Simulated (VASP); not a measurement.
OSZICAR of a VASP run on Sc (hcp):

### OSZICAR
```
       N       E                     dE             d eps       ncg     rms          rms(c)
DAV:   1     0.393066370150E+03    0.39307E+03   -0.11065E+04  1920   0.156E+03
DAV:   2     0.108283437224E+02   -0.38224E+03   -0.37648E+03  2734   0.660E+02
DAV:   3    -0.134124806026E+02   -0.24241E+02   -0.23710E+02  3182   0.187E+02
DAV:   4    -0.139075202059E+02   -0.49504E+00   -0.48718E+00  2986   0.242E+01
DAV:   5    -0.139155813159E+02   -0.80611E-02   -0.80341E-02  3209   0.321E+00    0.750E+00
DAV:   6    -0.126600957349E+02    0.12555E+01   -0.29683E+00  2410   0.224E+01    0.223E+00
DAV:   7    -0.125040567620E+02    0.15604E+00   -0.70974E-01  2494   0.997E+00    0.878E-01
DAV:   8    -0.124942977176E+02    0.97590E-02   -0.32914E-02  2627   0.271E+00    0.263E-01
DAV:   9    -0.124925238339E+02    0.17739E-02   -0.10250E-02  2487   0.123E+00    0.226E-02
DAV:  10    -0.124925414283E+02   -0.17594E-04   -0.15493E-04  3243   0.194E-01    0.877E-03
DAV:  11    -0.124925361644E+02    0.52639E-05   -0.35266E-06  2253   0.263E-02    0.256E-03
DAV:  12    -0.124925384924E+02   -0.23280E-05   -0.65864E-07  1457   0.144E-02    0.119E-03
DAV:  13    -0.124925383155E+02    0.17687E-06   -0.16334E-07  1261   0.834E-03
   1 F= -.13017998E+02 E0= -.13018404E+02  d E =-.130180E+02
       N       E                     dE             d eps       ncg     rms          rms(c)
DAV:   1    -0.131213002500E+02   -0.62876E+00   -0.19717E+01  2460   0.751E+01    0.552E+00
DAV:   2    -0.125466796701E+02    0.57462E+00   -0.15410E+00  2488   0.178E+01    0.175E+00
DAV:   3    -0.124864679582E+02    0.60212E-01   -0.29460E-01  2639   0.720E+00    0.749E-01
DAV:   4    -0.124850268901E+02    0.14411E-02   -0.15969E-02  3006   0.179E+00    0.165E-01
DAV:   5    -0.124845925035E+02    0.43439E-03   -0.31487E-03  2625   0.772E-01    0.273E-02
DAV:   6    -0.124845905358E+02    0.19677E-05   -0.10756E-04  3231   0.173E-01    0.581E-03
DAV:   7    -0.124845908106E+02   -0.27479E-06   -0.36511E-06  2277   0.298E-02
   2 F= -.13038755E+02 E0= -.13039408E+02  d E =-.207569E-01
       N       E                     dE             d eps       ncg     rms          rms(c)
DAV:   1    -0.124937464427E+02   -0.91559E-02   -0.18775E-01  2502   0.733E+00    0.533E-01
DAV:   2    -0.124881997291E+02    0.55467E-02   -0.16412E-02  2520   0.180E+00    0.161E-01
DAV:   3    -0.124877064963E+02    0.49323E-03   -0.24220E-03  2756   0.660E-01    0.668E-02
DAV:   4    -0.124876846548E+02    0.21841E-04   -0.12791E-04  3090   0.158E-01    0.122E-02
DAV:   5    -0.124876828351E+02    0.18197E-05   -0.22067E-05  2603   0.638E-02    0.304E-03
DAV:   6    -0.124876829460E+02   -0.11091E-06   -0.68264E-07  1107   0.179E-02
   3 F= -.13039004E+02 E0= -.13039638E+02  d E =-.210059E-01
       N       E                     dE             d eps       ncg     rms          rms(c)
DAV:   1    -0.124931147123E+02   -0.54319E-02   -0.55778E-01  2081   0.161E+01    0.502E-01
DAV:   2    -0.124919125726E+02    0.12021E-02   -0.40467E-02  2957   0.349E+00    0.309E-01
DAV:   3    -0.124898003058E+02    0.21123E-02   -0.67191E-03  3491   0.118E+00    0.486E-02
DAV:   4    -0.124897736263E+02    0.26680E-04   -0.36569E-04  2767   0.286E-01    0.272E-02
DAV:   5    -0.124897690505E+02    0.45757E-05   -0.18358E-05  2888   0.711E-02    0.962E-03
DAV:   6    -0.124897702666E+02   -0.12161E-05   -0.14196E-06  1262   0.184E-02    0.992E-04
DAV:   7    -0.124897702095E+02    0.57091E-07   -0.19911E-07  1023   0.987E-03
   4 F= -.13040370E+02 E0= -.13041062E+02  d E =-.136574E-02
       N       E                     dE             d eps       ncg     rms          rms(c)
DAV:   1    -0.124904679535E+02   -0.69769E-03   -0.61163E-02  2074   0.532E+00    0.166E-01
DAV:   2    -0.124903417707E+02    0.12618E-03   -0.44655E-03  2978   0.115E+00    0.103E-01
DAV:   3    -0.124901101466E+02    0.23162E-03   -0.74129E-04  3484   0.392E-01    0.160E-02
DAV:   4    -0.124901066496E+02    0.34970E-05   -0.40308E-05  2795   0.961E-02    0.900E-03
DAV:   5    -0.124901064189E+02    0.23068E-06   -0.14820E-06  1170   0.235E-02
   5 F= -.13040475E+02 E0= -.13041162E+02  d E =-.147094E-02
       N       E                     dE             d eps       ncg     rms          rms(c)
DAV:   1    -0.124901581825E+02   -0.51533E-04   -0.18905E-03  2067   0.939E-01    0.289E-02
DAV:   2    -0.124901542665E+02    0.39160E-05   -0.13770E-04  2957   0.202E-01    0.179E-02
DAV:   3    -0.124901478007E+02    0.64658E-05   -0.23178E-05  3467   0.694E-02    0.294E-03
DAV:   4    -0.124901475016E+02    0.29906E-06   -0.10032E-06  1009   0.176E-02
   6 F= -.13040475E+02 E0= -.13041160E+02  d E =-.147134E-02
       N       E                     dE             d eps       ncg     rms          rms(c)
DAV:   1    -0.124901312615E+02    0.16539E-04   -0.43217E-04  2053   0.449E-01    0.136E-02
DAV:   2    -0.124901308587E+02    0.40278E-06   -0.31104E-05  2880   0.960E-02    0.838E-03
DAV:   3    -0.124901289914E+02    0.18673E-05   -0.47727E-06  2345   0.324E-02    0.131E-03
DAV:   4    -0.124901290559E+02   -0.64534E-07   -0.37347E-07   960   0.117E-02
   7 F= -.13040476E+02 E0= -.13041162E+02  d E =-.147218E-02
       N       E                     dE             d eps       ncg     rms          rms(c)
DAV:   1    -0.124912572379E+02   -0.11282E-02   -0.11837E-02  2474   0.175E+00    0.136E-01
DAV:   2    -0.124908974546E+02    0.35978E-03   -0.10487E-03  2504   0.455E-01    0.409E-02
DAV:   3    -0.124908658164E+02    0.31638E-04   -0.16357E-04  2693   0.169E-01    0.169E-02
DAV:   4    -0.124908634813E+02    0.23352E-05   -0.84558E-06  2300   0.414E-02    0.358E-03
DAV:   5    -0.124908633410E+02    0.14027E-06   -0.14112E-06  1016   0.214E-02
   8 F= -.13040478E+02 E0= -.13041165E+02  d E =-.165467E-05
```

Question: Which electronic solver shows in the log?

Answer: It is blocked Davidson (ALGO = Normal, or the opening steps of other solvers). The INCAR had ALGO = Normal.

Question: Can the final energy be trusted as converged?

Answer: The calculation finished and met its thresholds. It stopped with EDIFF = 1E-6, NELM = 100, NSW = 60 and EDIFFG = -0.01 after 8 ionic steps (PBE GGA with D4 dispersion, plane waves, VASP's PBE PAW potentials (set 64)). Energy and stress use the plane-wave basis of the starting cell.

The compound is Sc in the hcp structure. This run relaxes it. Symmetry was kept, so distortions that lower it aren't found.
